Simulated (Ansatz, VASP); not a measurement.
## Cross-check of NiSb (Breithauptite) between VASP and Ansatz

Aim: how closely do two programs agree when they are given the same cell, functional and k mesh? The cell is taken from a series of VASP runs on this material, whose earlier steps may have relaxed, scaled or displaced it; both programs get it as it stands.

Main program and level: Ansatz 0.2.0; plane waves, with VASP 6.6.1 beside it; electric field gradients at PBE, DFT+U.

## 1. Set-up

It takes space group P6_3/mmc (No. 194, hexagonal). The conventional cell has a = 3.897 Å, b = 3.897 Å, c = 5.121 Å, α = 90.00°, β = 90.00°, γ = 120.00°. Nearest to Sb lie 6 Ni at 2.59 Å. Nearest to Ni lie 2 Ni at 2.56 Å and 6 Sb at 2.59 Å. Farther neighbours are not listed.

## 2. Ansatz: electric field gradients, PBE, DFT+U

Ansatz runs on its default PAW (the set named soft_2) files.

Field gradients test the density near the nuclei, where the PAW reconstruction matters most.

input.yaml

```yaml
crystal:
  lattice:
    - [3.8967648975, 0.0, 0.0]
    - [-1.9483824488, 3.3746973939, 0.0]
    - [0.0, 0.0, 5.1211691527]
  atoms:
    - { symbol: Sb, position: [0.6666666667, 0.3333333333, 0.75] }
    - { symbol: Sb, position: [0.3333333333, 0.6666666667, 0.25] }
    - { symbol: Ni, position: [0.0, 0.0, 0.5], spin: 1.0 }
    - { symbol: Ni, position: [0.0, 0.0, 0.0], spin: 1.0 }
hamiltonian:
  xc: pbe
  pseudopotentials: { kind: paw }
  hubbard: { sites: [{ species: Ni, l: d, u_eff: 5.3 }] }
magnetization:
  spin_polarized: true
kpoints:
  mp_grid: { grid: [8, 8, 5] }
scf:
  occupations: { method: gaussian, width: 0.05 }
  n_extra_bands: 5
output:
  forces: true
  stress: true
  eigenvalues: true
  efg: {}
```

Command:

```
ansatz run input.yaml --threads 2 --pin off --max-ram 4608MiB --backend cpu --events-out ev --progress --plain --runs-dir out
```

Numbers of over 12 decimals in the logs are rounded to 6 here.

Log:

```text
Warning: the band count 38 (scf.n_extra_bands) hosts the net moment |M| = 2.0000 μB (N_el = 66) but caps the reachable moment at 2·n_bands − N_el = 10.0000 μB, below the 41 bands that the automatic rule leaves for it — a moment growing past the seed, or the majority channel's smearing tail, pins there with fewer empty majority states than that count leaves; raise or omit scf.n_extra_bands unless the cap is intended
Sb: projections on atomic orbitals take those of the free atom [Kr] 4d10 5s2 5p3, of charge +0.00 (hamiltonian.pseudopotentials.projection_atoms); the dataset's partial waves leave at most 3.6e-6 of an orbital's norm unspanned inside its sphere
Ni: projections on atomic orbitals take those of the free atom [Ne] 3s2 3p6 3d8 4s2, of charge +0.00 (hamiltonian.pseudopotentials.projection_atoms); the dataset's partial waves leave at most 1.6e-6 of an orbital's norm unspanned inside its sphere
scf.n_extra_bands = 5 over 33 filled bands (N_el = 66.0): the run solves 38 bands
Sb: output.efg is read without spin–orbit coupling, which moves field gradients at and beside such atoms by some per cent and up to a factor of two; PAW files take it under magnetization.noncollinear and magnetization.spin_orbit
Engine: ansatz 0.2.0, aarch64-unknown-linux-gnu
Pseudopotentials: kind: paw
Pseudopotential: Sb, paw, valence charge 15, recommended cutoff 420 eV (normal), Sb.paw.azcp
Pseudopotential: Ni, paw, valence charge 18, recommended cutoff 420 eV (normal), Ni.paw.azcp
Functional definition: PBE
  parameter kappa = 0.804
  parameter beta = 0.066725
  exchange = pbe_x(kappa = kappa, mu = beta*pi^2/3)
  correlation = pbe_c(beta = beta)
Crystal: 4 atoms, lattice volume = 67.345 Å³
Basis set: ecut = 420 eV, 1325 PW (Γ), exchange–correlation on 54×54×72 points (8 copies of the dense FFT grid, shifted against one another)
Bands: 38, of which v1, the nominal top of the filled ones, is band 33 counted from 1 (32 counted from 0)
Symmetry: 24 space group operations
Space group: P63/mmc (ITA 194), of the structure as read, at distance tolerance 4.1e-5 Å
Magnetic group: BNS 194.263 (UNI 1493), of the structure as read, at distance tolerance 4.1e-5 Å
k-points: 30 of 320
Non-local potential: Sb, projectors of the file, l = 0: 2, l = 1: 2, l = 2: 2, l = 3: 2
Non-local potential: Ni, projectors of the file, l = 0: 3, l = 1: 2, l = 2: 3, l = 3: 1
PAW form: soft (Blöchl's): semilocal exchange-correlation on the pseudo side does not see the compensation charge
PAW one-centre angular grid: Sb, 590 points (default); XC on 64 Gauss nodes
PAW one-centre angular grid: Ni, 590 points (default); XC on 64 Gauss nodes
Initial density: superposition of atomic densities (chi_scale 0.1, normalization cell)
Starting moments: Σ|m| = 2 μB on 2 of 4 sites
Initial wavefunctions: pseudopotential atomic-orbital guess
Functional: x = pbe(κ = 0.804, μ = 0.219515), c = pbe(β = 0.066725)
SCF iter   1: F=—  HF=-24648.206987 eV  |F-HF|=—  |Δ(HF+E_count)|=         —  Δρ=1.67e-1 (↑4.61e-2 ↓1.67e-1)  dr2=2.71e1  dr2_m=2.44e0  M=0.286 μB ∫|m|=0.394 μB  β_m=0.30  ethr=3.10e-3  ⟨swp⟩=6.3  Hψ=8283  notcnv=0
preconditioner: auto → Kerker (q_TF=auto, 2.719 Å⁻¹)  [metal: Δε(μ)=0.012 eV  Ē_g=17.450 eV  σ=0.050 eV  W_gap=0.14  n_scr=22 (ndim 8)  ℏωp=32.0 eV  f_vac=0.000  D(μ)=2.77/eV (n_scr^D=22)]
spin=Collinear: Kerker preconditioning applied to the charge; magnetization (m = ρ↑ − ρ↓) channel mixes plain (no charge-response kernel on spin).
SCF iter   2: F=—  HF=-24645.589002 eV  |F-HF|=—  |Δ(HF+E_count)|=    2.62e0  Δρ=4.82e-2 (↑3.65e-2 ↓4.82e-2)  dr2=2.88e0  dr2_m=8.23e-1  M=0.406 μB ∫|m|=0.585 μB  β_m=0.30  ethr=3.10e-3  ⟨swp⟩=3.7  Hψ=5324  notcnv=0  defer=50
SCF iter   3: F=—  HF=-24645.234823 eV  |F-HF|=—  |Δ(HF+E_count)|=   3.54e-1  Δρ=4.16e-2 (↑2.41e-2 ↓4.16e-2)  dr2=2.06e0  dr2_m=5.01e-1  M=0.390 μB ∫|m|=0.507 μB  β_m=0.30  ethr=3.10e-3  ⟨swp⟩=2.0  Hψ=3014  notcnv=0  defer=50
SCF iter   4: F=—  HF=-24644.820508 eV  |F-HF|=—  |Δ(HF+E_count)|=   4.14e-1  Δρ=4.60e-2 (↑4.60e-2 ↓1.66e-2)  dr2=1.90e0  dr2_m=1.51e-1  M=0.443 μB ∫|m|=0.626 μB  β_m=0.30  ethr=3.10e-3  ⟨swp⟩=3.1  Hψ=3650  notcnv=0  defer=49
SCF iter   5: F=—  HF=-24644.767666 eV  |F-HF|=—  |Δ(HF+E_count)|=   5.28e-2  Δρ=1.84e-2 (↑1.84e-2 ↓1.41e-2)  dr2=3.44e-2  dr2_m=1.57e-1  M=0.382 μB ∫|m|=0.493 μB  β_m=0.30  ethr=2.88e-3  ⟨swp⟩=2.1  Hψ=3043  notcnv=0  defer=47
SCF iter   6: F=—  HF=-24644.869944 eV  |F-HF|=—  |Δ(HF+E_count)|=   1.02e-1  Δρ=2.57e-2 (↑2.57e-2 ↓4.52e-3)  dr2=4.95e-1  dr2_m=8.16e-2  M=0.374 μB ∫|m|=0.490 μB  β_m=0.30  ethr=5.22e-5  ⟨swp⟩=2.8  Hψ=4602  notcnv=0  defer=47
SCF iter   7: F=—  HF=-24644.798074 eV  |F-HF|=—  |Δ(HF+E_count)|=   7.19e-2  Δρ=2.14e-2 (↑4.18e-3 ↓2.14e-2)  dr2=1.45e-1  dr2_m=9.41e-2  M=0.291 μB ∫|m|=0.389 μB  β_m=0.30  ethr=5.22e-5  ⟨swp⟩=3.5  Hψ=5276  notcnv=0  defer=51
Mixer restart at iter 7: flushing history
spin-set hold released at iteration 7 (site moments contracting): the magnetisation degrees of freedom join the quasi-Newton model from the next iteration; the mixer history was flushed
SCF iter   8: F=—  HF=-24644.837321 eV  |F-HF|=—  |Δ(HF+E_count)|=   3.92e-2  Δρ=1.46e-2 (↑6.20e-3 ↓1.46e-2)  dr2=3.69e-2  dr2_m=6.60e-2  M=0.260 μB ∫|m|=0.350 μB  β_m=0.65  ethr=5.22e-5  ⟨swp⟩=2.0  Hψ=3219  notcnv=0  defer=51
SCF iter   9: F=—  HF=-24644.912296 eV  |F-HF|=—  |Δ(HF+E_count)|=   7.50e-2  Δρ=1.78e-2 (↑6.22e-3 ↓1.78e-2)  dr2=2.57e-1  dr2_m=2.18e-2  M=0.114 μB ∫|m|=0.206 μB  β_m=0.54  ethr=5.22e-5  ⟨swp⟩=2.0  Hψ=4453  notcnv=0  defer=51
[...]
SCF iter  12: F=—  HF=-24644.887940 eV  |F-HF|=—  |Δ(HF+E_count)|=   2.56e-3  Δρ=4.76e-4 (↑1.80e-4 ↓4.76e-4)  dr2=1.47e-4  dr2_m=2.55e-5  M=0.007 μB ∫|m|=0.015 μB  β_m=0.90  ethr=3.97e-5  ⟨swp⟩=2.0  Hψ=3090  notcnv=0  defer=47
SCF iter  13: F=—  HF=-24644.888022 eV  |F-HF|=—  |Δ(HF+E_count)|=   8.21e-5  Δρ=2.60e-4 (↑1.11e-4 ↓2.60e-4)  dr2=5.28e-5  dr2_m=6.23e-6  M=0.004 μB ∫|m|=0.008 μB  β_m=0.95  ethr=2.22e-7  ⟨swp⟩=2.0  Hψ=3693  notcnv=0  defer=47
SCF iter  14: F=—  HF=-24644.888034 eV  |F-HF|=—  |Δ(HF+E_count)|=   1.14e-5  Δρ=5.55e-5 (↑3.66e-5 ↓5.55e-5)  dr2=3.42e-7  dr2_m=1.27e-6  M=0.002 μB ∫|m|=0.002 μB  β_m=0.97  ethr=7.99e-8  ⟨swp⟩=1.9  Hψ=2686  notcnv=0  defer=47
iter 15 did not close the SCF: its close was put off for a magnetic moment that had not settled (scf_convergence_deferred on its scf_iter line)
SCF iter  15: F=-24644.888035 eV  HF=-24644.888035 eV  |F-HF|=3.05e-8  |Δ(HF+E_count)|=   1.45e-6  Δρ=9.85e-6 (↑9.45e-6 ↓9.85e-6)  dr2=1.04e-8  dr2_m=5.42e-8  M=0.000 μB ∫|m|=0.000 μB  β_m=0.99  ethr=1.52e-10  ⟨swp⟩=9.3  Hψ=11249  notcnv=0
iter 16 did not close the SCF: its close was put off for a magnetic moment that had not settled (scf_convergence_deferred on its scf_iter line)
SCF iter  16: F=-24644.888035 eV  HF=-24644.888035 eV  |F-HF|=6.40e-10  |Δ(HF+E_count)|=   6.86e-8  Δρ=2.46e-6 (↑1.11e-6 ↓2.46e-6)  dr2=4.80e-9  dr2_m=1.22e-9  M=-0.000 μB ∫|m|=0.000 μB  β_m=0.99  ethr=1.58e-11  ⟨swp⟩=2.0  Hψ=8621  notcnv=0
iter 17 did not close the SCF: its close was put off for a magnetic moment that had not settled (scf_convergence_deferred on its scf_iter line)
SCF iter  17: F=-24644.888035 eV  HF=-24644.888035 eV  |F-HF|=9.53e-10  |Δ(HF+E_count)|=   1.49e-9  Δρ=1.15e-6 (↑4.72e-7 ↓1.15e-6)  dr2=1.45e-9  dr2_m=1.28e-10  M=-0.000 μB ∫|m|=0.000 μB  β_m=1.00  ethr=7.27e-12  ⟨swp⟩=1.5  Hψ=6331  notcnv=0
SCF iter  18: F=-24644.888035 eV  HF=-24644.888035 eV  |F-HF|=7.28e-12  |Δ(HF+E_count)|=  1.13e-10  Δρ=1.90e-7 (↑1.60e-7 ↓1.90e-7)  dr2=1.05e-10  dr2_m=1.49e-12  M=-0.000 μB ∫|m|=0.000 μB  ethr=2.19e-12  ⟨swp⟩=1.1  Hψ=5125  notcnv=0
SCF 1 converged in 18 iterations: F = -24644.888035 eV  dr2 = 1.05e-10
  greatest PAW one-centre occupation: 1.002 electrons in one spin orbital (limit 2), on the Ni atom at site 3 (counted from 0), in its partial waves of l = 1
WARN: the starting moments were not kept: the SCF closed with an absolute magnetisation of 2.3e-6 μB, where they sum to 2 μB in size (2 sites). That is at most 0.1 of that sum. Measured as dr2_m measures the in/out step, that magnetisation stands 3.1e-12 eV from none, at or under the dr2_threshold of 1.0e-7 eV: it is no larger than a step whose dr2_m would equal this threshold. The system may hold no moment; this SCF [...]
SCF converged after 18 iterations
Magnetization: -0.0000 μB (33.0000 up, 33.0000 down)
Absolute magnetization: 0.0000 μB (∫|ρ↑−ρ↓|, with the PAW one-centre terms)
Spin contamination: 0.0000 ħ² per cell (⟨S²⟩ above its minimum at these occupations)
Per-site moments (μB) at R_I (Å): [(-8.270510789027196e-8, 1.067789), (-8.270510778678208e-8, 1.067789), (-7.842454332675177e-7, 1.056241), (-7.84245433508437e-7, 1.056241)]
Free energy (F): -24644.888035 eV
Harris-Foulkes:  -24644.888035 eV  (|F-HF|=7.28e-12)
Internal energy: -24644.885429 eV  (E = F + TS)
E sigma→0 (E₀):  -24644.886732 eV
Entropy (-TS):   -0.002606 eV (-0.651 meV/atom)
Fermi energy:    15.323617 eV
--- Per-component energies (eV) ---
  E_band       = -848.683826
  E_kinetic    = 995.053222
  E_local      = -11048.692472  (includes V_loc(G=0)·N_el)
  E_nonlocal   = 2022.214933
  E_hartree    = 4860.338979
  E_xc         = -448.403480
  E_vxc        = -414.109289  (∫ρ·V_xc dr)
  E_hubbard    = 4.193869  (on-site DFT+U / exact-exchange correction)
  E_vhub       = -39.830601  (the Hubbard potential's part of the band-sum identity)
  E_paw        = -12434.934037  (= ΣΔE_a)
  E_vpaw       = -2083.999529  (= ΣTr[D̂ρ^β])
  E_aug_tail   = 0.000997  (compensation charges beyond the density's cutoff)
  E_ewald      = -8594.657442
  E_smearing   = -0.002606  (= −TS)
  E_closure    = 0.000000  (closes the sum)
  Σ components = -24644.888035   (vs F -24644.888035, Δ=0.00e0)
--- Forces (eV/Å), atoms counted from 1 ---
  atom   1  Sb     0.00000000     0.00000000     0.00000000
  atom   2  Sb    -0.00000000    -0.00000000    -0.00000000
  atom   3  Ni     0.00000000    -0.00000000     0.00000000
  atom   4  Ni     0.00000000    -0.00000000    -0.00000000
  max |Σ_I F_I| component: 1.85e-17 eV/Å
--- Stress (GPa, compression-positive) ---
        4.967848      -0.000000       0.000000
       -0.000000       4.967848       0.000000
        0.000000       0.000000       4.462664
  P = ⅓ Tr σ = 4.7995 GPa (47.995 kbar)
--- PAW observables at the nuclei: V_zz in 10²¹ V/m², potentials from the cell's mean, atoms counted from 1 ---
  atom   1  Sb V_zz =    +9.191545   η = 0.0000   by run symmetry: allowed
            electrostatic potential = -8414.923619 V   contact ρ = 1350067.744196 e/Å³   contact ρ_s (e/Å³): all electrons -0.000022, valence -0.000021
  atom   2  Sb V_zz =    +9.191545   η = 0.0000   by run symmetry: allowed
            electrostatic potential = -8414.923619 V   contact ρ = 1350067.744196 e/Å³   contact ρ_s (e/Å³): all electrons -0.000022, valence -0.000021
  atom   3  Ni V_zz =    -3.164608   η = 0.0000   by run symmetry: allowed
            electrostatic potential = -3576.946120 V   contact ρ = 130394.144781 e/Å³   contact ρ_s (e/Å³): all electrons -0.000002, valence -0.000004
  atom   4  Ni V_zz =    -3.164608   η = 0.0000   by run symmetry: allowed
            electrostatic potential = -3576.946120 V   contact ρ = 130394.144781 e/Å³   contact ρ_s (e/Å³): all electrons -0.000002, valence -0.000004
--- Band table (eV; the first three rows and the last of 60) ---
  k-point 0 ↑: bands = [... 29 lower, 13.3210, 14.6896, 16.2727, 16.2727, 18.0227, 18.0227, 18.8089, 19.5807, ... 1 higher]
  k-point 1 ↑: bands = [... 29 lower, 13.0218, 14.6031, 16.6530, 16.6530, 18.0066, 18.0066, 18.5448, 19.2034, ... 1 higher]
  k-point 2 ↑: bands = [... 29 lower, 12.4767, 14.9913, 16.6237, 17.3709, 17.3709, 17.8609, 17.8609, 20.2781, ... 1 higher]
  k-point 29 ↓: bands = [... 29 lower, 12.5715, 13.1015, 13.1804, 13.6248, 13.9959, 18.8226, 19.5226, 22.1733, ... 1 higher]
Occupation matrices written to <dir>
```

Run time: 11 s. Hardware: 2 threads of Arm Neoverse V2, shared host; peak memory 0.56 GiB.

Reading the cycles: dr2 is the Hartree energy of the density residual (eV), the measure of convergence; HF is the Harris–Foulkes estimate of the energy, which meets the free energy F at convergence.

The run ends at a pressure of 4.80 GPa.

[end of part 1 of 2]

[Lines on the potential files, build, host, timing and source positions are cut from VASP's logs without a mark.]

[Logs are printed without paths, hosts, clocks, repeated set-up lines and the standing remarks that a program may print on its own settings, such as how far it seeks lower states.]

[Hosts, paths, dates, database ids (printed as entryN), source tags and the programs' standing remarks are cut or masked in the printed files.]
